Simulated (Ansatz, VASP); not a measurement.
**SnCl2 (1T-SnCl2 monolayer) in two plane-wave programs**

One calculation is typed for both programs; each brings its own data sets. How far apart do they land? The cell is taken from a series of runs on this material, whose earlier steps may have relaxed, scaled, displaced or heated it; both programs get it as it stands.

Main program and level: Ansatz 0.2.0; plane waves, with VASP 6.6.1 beside it; single point at PBE with D3(BJ).

## Step 1: Set-up

The cell holds 3 atoms: 2 Cl and 1 Sn. Its edges and angles: a = 4.228 Å, b = 4.228 Å, c = 21.038 Å, α = 90.0°, β = 90.0°, γ = 120.0°. Vacuum lies along c.

Coordinates:

```cif
data_structure
_symmetry_space_group_name_H-M 'P 1'
_symmetry_Int_Tables_number 1
_cell_length_a 4.2278
_cell_length_b 4.2278
_cell_length_c 21.0377
_cell_angle_alpha 90.000
_cell_angle_beta 90.000
_cell_angle_gamma 120.000
_cell_volume 325.65
loop_
_atom_site_label
_atom_site_type_symbol
_atom_site_fract_x
_atom_site_fract_y
_atom_site_fract_z
_atom_site_occupancy
Cl1 Cl 0.66667 0.33333 0.42780 1
Cl2 Cl 0.33333 0.66667 0.57220 1
Sn3 Sn 0.00000 0.00000 0.50000 1
```

## Step 2: VASP: single point, PBE with D3(BJ)

With cell and atoms fixed, the geometry can't cause a difference; cores, projectors, grids and the points listed under the comparison can.

Lines of VASP's logs that name or quote its potential files are left out, and so is its time.

File INCAR:

```
SYSTEM = SnCl2
PREC = Accurate
ENCUT = 400
EDIFF = 1E-06
NELM = 120
ISMEAR = -1
SIGMA = 0.02585
LREAL = .FALSE.
ALGO = Normal
GGA = PE
IVDW = 12
NBANDS = 20
LORBIT = 11
LWAVE = .FALSE.
LCHARG = .FALSE.
ISIF = 2
LDIPOL = .TRUE.
IDIPOL = 3
DIPOL = 0.5 0.5 0.5
LVHAR = .TRUE.
LASPH = .TRUE.
GGA_COMPAT = .FALSE.
EFERMI = MIDGAP
NELMDL = -8
```

File POSCAR:

```
SnCl2
1.0
    4.2277875022      0.0000000000      0.0000000000
   -2.1138937511      3.6613713787      0.0000000000
    0.0000000000      0.0000000000     21.0377395971
Cl Sn
2 1
Direct
    0.6666666667      0.3333333333      0.4278026144
    0.3333333333      0.6666666667      0.5721973856
    0.0000000000      0.0000000000      0.5000000000
```

File KPOINTS:

```
Automatic mesh
0
Gamma
18 18 1
0 0 0
```

The projector-augmented-wave data sets are Cl and Sn_d (PBE family, release 64).

Started as:

```
> mpirun -np 1 vasp_std
```

Numbers of over 12 decimals in the logs are rounded to 6 here.

What it wrote:

```text
[banner, memory and clock lines left out]
running    1 mpi-ranks, on    1 nodes
 distrk:  each k-point on    1 cores,    1 groups
 distr:  one band on    1 cores,    1 groups

 POSCAR found type information on POSCAR ClSn
 POSCAR found :  2 types and       3 ions
 LDA part: xc-table for (Slater+PW92), standard interpolation
 POSCAR, INCAR and KPOINTS ok, starting setup
 FFT: planning ... GRIDC
 FFT: planning ... GRID_SOFT
 FFT: planning ... GRID
 WAVECAR not read
 entering main loop
       N       E                     dE             d eps       ncg     rms          rms(c)
DAV:   1     0.200932306212E+03    0.20093E+03   -0.10352E+04  1768   0.901E+02
DAV:   2     0.188244248503E+02   -0.18211E+03   -0.17688E+03  1996   0.222E+02
DAV:   3    -0.100203219436E+02   -0.28845E+02   -0.28641E+02  1836   0.969E+01
DAV:   4    -0.109670576530E+02   -0.94674E+00   -0.94411E+00  1780   0.234E+01
DAV:   5    -0.109922581691E+02   -0.25201E-01   -0.25198E-01  1916   0.383E+00
DAV:   6    -0.109931590949E+02   -0.90093E-03   -0.90092E-03  1924   0.687E-01
DAV:   7    -0.109932135373E+02   -0.54442E-04   -0.54442E-04  2116   0.143E-01
DAV:   8    -0.109932138575E+02   -0.32027E-06   -0.32025E-06  1856   0.122E-02    0.518E+00
DAV:   9    -0.104416904659E+02    0.55152E+00   -0.15284E+00  2172   0.726E+00    0.319E+00
DAV:  10    -0.104271692053E+02    0.14521E-01   -0.27062E-01  1712   0.245E+00    0.160E+00
DAV:  11    -0.104321179025E+02   -0.49487E-02   -0.30241E-02  1616   0.144E+00    0.162E-01
DAV:  12    -0.104325130825E+02   -0.39518E-03   -0.28583E-03  1924   0.356E-01    0.119E-01
DAV:  13    -0.104330288770E+02   -0.51579E-03   -0.48731E-04  1668   0.114E-01    0.650E-02
DAV:  14    -0.104335335081E+02   -0.50463E-03   -0.28175E-04  1676   0.932E-02    0.139E-02
DAV:  15    -0.104336915589E+02   -0.15805E-03   -0.27401E-05  2028   0.304E-02    0.876E-03
DAV:  16    -0.104340222449E+02   -0.33069E-03   -0.95216E-05  1660   0.413E-02    0.105E-02
DAV:  17    -0.104340644717E+02   -0.42227E-04   -0.85804E-06  1988   0.129E-02    0.625E-03
DAV:  18    -0.104341392970E+02   -0.74825E-04   -0.89799E-06  1380   0.117E-02    0.419E-03
DAV:  19    -0.104341779169E+02   -0.38620E-04   -0.43808E-06  1608   0.109E-02    0.177E-03
DAV:  20    -0.104341930486E+02   -0.15132E-04   -0.11764E-06  1584   0.494E-03    0.230E-03
DAV:  21    -0.104341940708E+02   -0.10222E-05   -0.40009E-08  1116   0.132E-03    0.112E-03
DAV:  22    -0.104341959767E+02   -0.19059E-05   -0.80296E-08  1284   0.161E-03    0.749E-04
DAV:  23    -0.104341960609E+02   -0.84241E-07   -0.68938E-09  1068   0.490E-04
   1 F= -.10866489E+02 E0= -.10866489E+02  d E =-.467625E-22
```

From OUTCAR (step 2):

```text
ion  position               nearest neighbor table
   1  0.667  0.333  0.428-   3 2.87   3 2.87   3 2.87
   2  0.333  0.667  0.572-   3 2.87   3 2.87   3 2.87
   3  0.000  0.000  0.500-   1 2.87   2 2.87   2 2.87   1 2.87   1 2.87   2 2.87

  LATTYP: Found a hexagonal cell.
 ALAT       =     4.2277875022
 C/A-ratio  =     4.9760636234

 Subroutine GETGRP returns: Found 12 space group operations
 (whereof 12 operations were pure point group operations)

The static configuration has the point symmetry D_3d.

 Found     37 irreducible k-points:

   k-points           NKPTS =     37   k-points in BZ     NKDIM =     37   number of bands    NBANDS=     20

   dimension x,y,z NGX =    28 NGY =   28 NGZ =  140
   dimension x,y,z NGXF=    56 NGYF=   56 NGZF=  280

   ENCUT  =  400.0 eV  29.40 Ry    5.42 a.u.   6.89  6.89 34.31*2*pi/ulx,y,z

   NELECT =      28.0000    total number of electrons

 k-points in reciprocal lattice and weights: Automatic mesh
   0.00000000  0.00000000  0.00000000       0.003
   0.05555556  0.00000000  0.00000000       0.019
   0.11111111  0.00000000  0.00000000       0.019
   0.16666667  0.00000000  0.00000000       0.019
   0.22222222  0.00000000  0.00000000       0.019
   0.27777778  0.00000000  0.00000000       0.019
   0.33333333  0.00000000  0.00000000       0.019
   0.38888889  0.00000000  0.00000000       0.019
   0.44444444  0.00000000  0.00000000       0.019
[...]
0.33333333  0.27777778  0.00000000       0.037
   0.33333333  0.33333333  0.00000000       0.006

 dipolmoment           0.000000      0.000000     -0.000000 electrons x Angstroem

 average (electrostatic) potential at core
       1 -98.9017       2 -98.9017       3-110.6022

 E-fermi :  -3.1751

 k-point     1 :       0.0000    0.0000    0.0000
  band No.  band energies     occupation
    ...
     10      -6.4475      2.00000
     11      -6.3447      2.00000
     12      -6.3447      2.00000
     13      -6.1841      2.00000
     14      -5.1056      2.00000
     15      -1.9659      0.00000
     16      -0.2375      0.00000
     17      -0.2375      0.00000
     18       1.8641      0.00000
     19       2.0379      0.00000
    ...

 k-point     2 :       0.0556    0.0000    0.0000
  band No.  band energies     occupation
    ...
     10      -6.5054      2.00000
     11      -6.3613      2.00000
     12      -6.3098      2.00000
     13      -6.1806      2.00000
     14      -5.0436      2.00000
     15      -1.8863      0.00000
     16      -0.2903      0.00000
     17      -0.2100      0.00000
     18       1.9182      0.00000
     19       2.0626      0.00000
    ...

 k-point     3 :       0.1111    0.0000    0.0000
  band No.  band energies     occupation
    ...
     10      -6.6119      2.00000
     11      -6.4445      2.00000
     12      -6.2690      2.00000
     13      -6.1763      2.00000
     14      -4.9034      2.00000
     15      -1.6764      0.00000
     16      -0.4012      0.00000
     17      -0.1332      0.00000
     18       2.0568      0.00000
     19       2.1383      0.00000
    ...

 Edisp (eV)   -0.43229

  Total      -0.03101    -0.03101    -0.03658    -0.00000     0.00000     0.00000
  in kB      -0.15254    -0.15254    -0.17996    -0.00000     0.00000     0.00000
  external pressure =       -0.16 kB  Pullay stress =        0.00 kB

  energy-cutoff  :      400.00
  volume of cell :      325.65
      direct lattice vectors                 reciprocal lattice vectors
     4.227787502  0.000000000  0.000000000     0.236530336  0.136560853  0.000000000
    -2.113893751  3.661371379  0.000000000     0.000000000  0.273121707  0.000000000
     0.000000000  0.000000000 21.037739597     0.000000000  0.000000000  0.047533624

 POSITION                                       TOTAL-FORCE (eV/Angst)
 -----------------------------------------------------------------------------------
      2.11389      1.22046      9.00000         0.000000     -0.000000     -0.001402
     -0.00000      2.44091     12.03774        -0.000000      0.000000      0.001402
      0.00000      0.00000     10.51887         0.000000      0.000000     -0.000000
 -----------------------------------------------------------------------------------
    total drift:                                0.000000     -0.000000      0.000000

  FREE ENERGIE OF THE ION-ELECTRON SYSTEM (eV)
  ---------------------------------------------------
  free  energy   TOTEN  =       -10.8664886022 eV

  energy  without entropy=      -10.8664886022  energy(sigma->0) =      -10.86648860

 vacuum level on the upper side and lower side of the slab         2.363         2.363

 total charge
# of ion       s       p       d       tot
------------------------------------------
    1        1.606   3.488   0.000   5.094
    2        1.606   3.488   0.000   5.094
    3        1.487   0.460   9.991  11.938
--------------------------------------------------
tot          4.699   7.436   9.991  22.126

[... 3 further parts left out ...]
```

## Step 3: Ansatz: single point, PBE with D3(BJ)

Ansatz runs on its PAW soft_1 files.

The same cell, functional, mesh and smearing now go to Ansatz, which takes its cutoff from its data sets.

File input.yaml:

```yaml
crystal:
  lattice:
    - [4.2277875022, 0.0, 0.0]
    - [-2.1138937511, 3.6613713787, 0.0]
    - [0.0, 0.0, 21.0377395971]
  atoms:
    - { symbol: Cl, position: [0.6666666667, 0.3333333333, 0.4278026144] }
    - { symbol: Sn, position: [0.0, 0.0, 0.5] }
    - { symbol: Cl, position: [0.3333333333, 0.6666666667, 0.5721973856] }
kpoints:
  mp_grid: { grid: [18, 18, 1] }
  band_path:
    path: [[0, 0, 0], [0.5, 0, 0], [0.33333333, 0.33333333, 0], [0, 0, 0]]
    npoints: 16
hamiltonian:
  xc: pbe
  dispersion: d3bj
  pseudopotentials: { kind: paw, azcp: { folder: soft_1 } }
scf:
  occupations: { method: fermi_dirac, width: 0.02585 }
  convergence: { dr2_threshold: 1.0e-10 }
efield:
  axis: 3
  dipole_correction: true
  ramp_position: 0.97
  ramp_width: 0.06
  amplitude: 0
output:
  dos: { projected: true, e_range: [-6, 5] }
  write_potential: true
  write_density: true
  volumetric_format: npy
  elf: true
```

Started as:

```
> ansatz run input.yaml --threads 2 --pin off --max-ram 3072MiB --backend cpu --events-out ev --progress --plain --runs-dir out
```

What it wrote:

```text
Engine: ansatz 0.2.0, aarch64-unknown-linux-gnu
Pseudopotentials: kind: paw
Pseudopotential: Cl, paw, valence charge 7, recommended cutoff 420 eV (normal), soft_1/Cl.paw.azcp
Pseudopotential: Sn, paw, valence charge 14, recommended cutoff 420 eV (normal), soft_1/Sn.paw.azcp
Functional definition: PBE
  parameter kappa = 0.804
  parameter beta = 0.066725
  exchange = pbe_x(kappa = kappa, mu = beta*pi^2/3)
  correlation = pbe_c(beta = beta)
Crystal: 3 atoms, lattice volume = 325.654 Å³
Basis set: ecut = 420 eV, 6305 PW (Γ)
Bands: 18, of which v1, the nominal top of the filled ones, is band 14 counted from 1 (13 counted from 0)
Symmetry: 6 space group operations
k-points: 37 of 324 (time reversal used)
Non-local potential: Cl, projectors of the file, l = 0: 2, l = 1: 2, l = 2: 1
Non-local potential: Sn, projectors of the file, l = 0: 2, l = 1: 2, l = 2: 2, l = 3: 1
PAW form: soft (Blöchl's): semilocal exchange-correlation on the pseudo side does not see the compensation charge
PAW one-centre angular grid: Cl, 110 points (default); XC on 64 Gauss nodes
PAW one-centre angular grid: Sn, 590 points (default); XC on 64 Gauss nodes
Initial density: superposition of atomic densities (neutral atoms: chi_scale 0, normalization atom)
Initial wavefunctions: pseudopotential atomic-orbital guess
Functional: x = pbe(κ = 0.804, μ = 0.219515), c = pbe(β = 0.066725)
SCF iter   1: F=—  HF=-8187.220666 eV  |F-HF|=—  |Δ(HF+E_count)|=         —  Δρ=1.57e-2  dr2=1.94e0  ethr=3.10e-3  p=0.000 e·Å  D=1.30e-14 V/Å  ΔV_dip=-0.00 eV  dr2_dipole=6.16e-10  V_vac-E_F(+/−)=5.35/5.35 eV  ⟨swp⟩=8.8  Hψ=4450  notcnv=0
efield: sawtooth ramp at fractional position 0.9700 (set: `efield.ramp_position`, or a place that a band, a saddle search or an elastic batch's reference lends), width 0.0600; the density the first Hamiltonian is built on has a dipole p = 0.000 e·Å; the dipole correction subtracts the counter field D = 1.30e-14 V/Å, which shifts the + side's vacuum level by -0.00 eV against the − side's; the planar-averaged density in the ramp window peaks in size at 8.3e-8 e/Å³
preconditioner: auto → Resta (q_TF=auto, 1.813 Å⁻¹)  ε∞=1.5  [insulator: Δε(μ)=2.939 eV  Ē_g=15.555 eV  σ=0.026 eV  W_gap=1.00  n_scr=30 (ndim 8)  ℏωp=10.9 eV  f_vac=0.699  D(μ)=0.00/eV (n_scr^D=0)  ε∞_Penn≈1.5  vacuum switching on, ρ_ref=1.8e-2 e/Å³]
SCF iter   2: F=—  HF=-8186.668468 eV  |F-HF|=—  |Δ(HF+E_count)|=   5.52e-1  Δρ=6.39e-3  dr2=1.26e-1  ethr=3.10e-3  p=0.000 e·Å  D=9.36e-6 V/Å  ΔV_dip=-0.00 eV  dr2_dipole=2.43e-9  V_vac-E_F(+/−)=5.63/5.63 eV  ⟨swp⟩=3.0  Hψ=1576  notcnv=0
SCF iter   3: F=—  HF=-8186.650419 eV  |F-HF|=—  |Δ(HF+E_count)|=   1.80e-2  Δρ=2.84e-3  dr2=2.37e-2  ethr=4.51e-4  p=-0.000 e·Å  D=-7.11e-6 V/Å  ΔV_dip=0.00 eV  dr2_dipole=9.45e-10  V_vac-E_F(+/−)=5.52/5.52 eV  ⟨swp⟩=3.0  Hψ=1347  notcnv=0
SCF iter   4: F=—  HF=-8186.654529 eV  |F-HF|=—  |Δ(HF+E_count)|=   4.11e-3  Δρ=6.65e-4  dr2=1.42e-3  ethr=8.47e-5  p=0.000 e·Å  D=2.31e-5 V/Å  ΔV_dip=-0.00 eV  dr2_dipole=2.05e-8  V_vac-E_F(+/−)=5.54/5.54 eV  ⟨swp⟩=2.9  Hψ=1132  notcnv=0
SCF iter   5: F=—  HF=-8186.655071 eV  |F-HF|=—  |Δ(HF+E_count)|=   5.42e-4  Δρ=1.16e-4  dr2=3.37e-5  ethr=5.09e-6  p=-0.000 e·Å  D=-5.37e-5 V/Å  ΔV_dip=0.00 eV  dr2_dipole=1.14e-7  V_vac-E_F(+/−)=5.52/5.52 eV  ⟨swp⟩=2.2  Hψ=1260  notcnv=0
SCF iter   6: F=—  HF=-8186.655121 eV  |F-HF|=—  |Δ(HF+E_count)|=   4.99e-5  Δρ=2.67e-5  dr2=6.98e-6  ethr=1.20e-7  p=0.000 e·Å  D=1.63e-4 V/Å  ΔV_dip=-0.00 eV  dr2_dipole=1.02e-6  V_vac-E_F(+/−)=5.52/5.52 eV  ⟨swp⟩=2.1  Hψ=1019  notcnv=0
SCF iter   7: F=—  HF=-8186.655122 eV  |F-HF|=—  |Δ(HF+E_count)|=   9.96e-7  Δρ=2.91e-5  dr2=1.41e-5  ethr=2.49e-8  p=-0.000 e·Å  D=-2.58e-4 V/Å  ΔV_dip=0.01 eV  dr2_dipole=2.60e-6  V_vac-E_F(+/−)=5.52/5.51 eV  ⟨swp⟩=2.5  Hψ=1179  notcnv=0
SCF iter   8: F=—  HF=-8186.655119 eV  |F-HF|=—  |Δ(HF+E_count)|=   2.97e-6  Δρ=7.82e-6  dr2=9.88e-7  ethr=2.49e-8  p=-0.000 e·Å  D=-6.53e-5 V/Å  ΔV_dip=0.00 eV  dr2_dipole=1.84e-7  V_vac-E_F(+/−)=5.52/5.52 eV  ⟨swp⟩=1.5  Hψ=717  notcnv=0
SCF iter   9: F=—  HF=-8186.655035 eV  |F-HF|=—  |Δ(HF+E_count)|=   8.35e-5  Δρ=2.05e-6  dr2=2.41e-8  ethr=3.53e-9  p=0.000 e·Å  D=5.01e-7 V/Å  ΔV_dip=-0.00 eV  dr2_dipole=3.76e-10  V_vac-E_F(+/−)=5.52/5.52 eV  ⟨swp⟩=2.5  Hψ=867  notcnv=0
SCF iter  10: F=—  HF=-8186.655035 eV  |F-HF|=—  |Δ(HF+E_count)|=   4.06e-9  Δρ=5.89e-7  dr2=1.22e-9  ethr=8.60e-11  p=0.000 e·Å  D=1.40e-6 V/Å  ΔV_dip=-0.00 eV  dr2_dipole=6.59e-11  V_vac-E_F(+/−)=5.52/5.52 eV  ⟨swp⟩=2.0  Hψ=1170  notcnv=0
SCF iter  11: F=—  HF=-8186.655035 eV  |F-HF|=—  |Δ(HF+E_count)|=  3.63e-10  Δρ=3.34e-7  dr2=5.78e-10  ethr=4.35e-12  p=-0.000 e·Å  D=-1.07e-6 V/Å  ΔV_dip=0.00 eV  dr2_dipole=4.19e-11  V_vac-E_F(+/−)=5.52/5.52 eV  ⟨swp⟩=2.7  Hψ=1418  notcnv=0
SCF iter  12: F=-8186.655035 eV  HF=-8186.655035 eV  |F-HF|=7.73e-11  |Δ(HF+E_count)|=  1.49e-10  Δρ=1.21e-7  dr2=7.55e-11  ethr=1.00e-12  p=-0.000 e·Å  D=-3.72e-7 V/Å  ΔV_dip=0.00 eV  dr2_dipole=7.85e-12  V_vac-E_F(+/−)=5.52/5.52 eV  ⟨swp⟩=1.5  Hψ=2108  notcnv=0
SCF 1 converged in 12 iterations: F = -8186.655035 eV  dr2 = 7.55e-11
  greatest PAW one-centre occupation: 0.993 electrons in one spin orbital (limit 2), on the Sn atom at site 1 (counted from 0), in its partial waves of l = 2
NSCF: frozen V_eff on 49 k-points
efield: sawtooth ramp at fractional position 0.9700 (kept from the solve that this one continues, or follows in the run), width 0.0600; the density the first Hamiltonian is built on has a dipole p = -0.000 e·Å; the dipole correction subtracts the counter field D = -3.72e-7 V/Å, which shifts the + side's vacuum level by +0.00 eV against the − side's; the planar-averaged density in the ramp window peaks in size at 7.1e-8 e/Å³
WARN: The output density's exchange-correlation potential varies sharply where the density is thin. Do not read a vacuum level from v_tot or v_xc, or from such a field of the output density. On a cell that repeats whose density bears no net charge and no dipole along the vacuum's axis use v_es (v_loc + v_h of the components); under efield.dipole_correction with no amplitude use v_es + v_field, which holds any externa [...]
SCF converged after 12 iterations
Free energy (F): -8186.655035 eV
Harris-Foulkes:  -8186.655035 eV  (|F-HF|=7.73e-11)
Internal energy: -8186.655035 eV  (E = F + TS)
E sigma→0 (E₀):  -8186.655035 eV
Fermi energy:    -2.731593 eV
Dipole field:    D = 0.000003 V/Å  (p = 0.000005 e·Å, saw-weighted, corrected)
Work function:   Φ+ = 5.5168 eV   Φ− = 5.5169 eV
Levels:          The Fermi level and band energies are counted from a zero that moves with the ramp; work functions are not
--- Per-component energies (eV) ---
  E_band       = -409.474068
  E_kinetic    = 469.234071
  E_local      = -12094.087575  (includes V_loc(G=0)·N_el)
  E_nonlocal   = 207.796132
  E_hartree    = 5822.185696
  E_xc         = -340.128194
  E_vxc        = -311.793515  (∫ρ·V_xc dr)
  E_paw        = -5684.925631  (= ΣΔE_a)
  E_vpaw       = -324.994994  (= ΣTr[D̂ρ^β])
  E_aug_tail   = 0.000510  (compensation charges beyond the density's cutoff)
  E_efield     = 0.000000  (sawtooth field / dipole correction)
  E_vefield    = 0.000000  (∫n·V_field dr)
  E_ewald      = 3433.702286
  E_disp       = -0.432330  (pairwise vdW)
  E_smearing   = -0.000000  (= −TS)
  E_closure    = -0.000000  (closes the sum)
  Σ components = -8186.655035   (vs F -8186.655035, Δ=0.00e0)
--- Band table (eV; the first three rows and the last of 37) ---
  k-point 0: bands = [... 10 lower, -5.9292, -5.9292, -5.7657, -4.6921, -1.5503, 0.1705, 0.1705, 2.2768]
  k-point 1: bands = [... 10 lower, -5.9458, -5.8942, -5.7622, -4.6301, -1.4708, 0.1180, 0.1980, 2.3302]
  k-point 2: bands = [... 10 lower, -6.0288, -5.8534, -5.7577, -4.4896, -1.2610, 0.0080, 0.2748, 2.4673]
  k-point 36: bands = [... 10 lower, -6.9002, -5.8229, -5.8229, -3.9686, 0.4181, 0.4181, 0.7565, 4.0698]
```

Reading the cycles: dr2 is the Hartree energy of the density residual (eV), the measure of convergence; HF is the Harris–Foulkes estimate of the energy, which meets the free energy F at convergence.

## Step 4: Comparison

Known differences besides the potentials themselves: the cutoff is 420 eV in Ansatz and 400 eV in VASP. Total energies have different zeros and are not compared.

Both answers:

| quantity | Ansatz | VASP | difference |
| --- | --- | --- | --- |
| gap on the k mesh (eV) | 2.418 | 2.418 | 0.000 |

A gap on the mesh is an upper bound, since the band edges may lie between its points. With vacuum in the cell, a pressure given here is an average over mostly empty space and none of the material.

## Step 5: Outcome

| Item | Value |
| --- | --- |
| difference in gap on the k mesh (single point, PBE with D3(BJ)) | -6.0e-5 eV |

The difference in gap on the k mesh is -6.0e-5 eV (single point, PBE with D3(BJ)), within the 0.08 eV picked in this series as the mark of a large difference. Such differences can come from data sets, numerical settings and the points named under the comparisons, not from the functional's error against experiment.

[Lines on the potential files, build, host, timing and source positions are cut from VASP's logs without a mark.]

[Logs are printed without paths, hosts, clocks, repeated set-up lines and the standing remarks that a program may print on its own settings, such as how far it seeks lower states.]

[Hosts, paths, dates, database ids (printed as entryN), source tags and the programs' standing remarks are cut or masked in the printed files.]
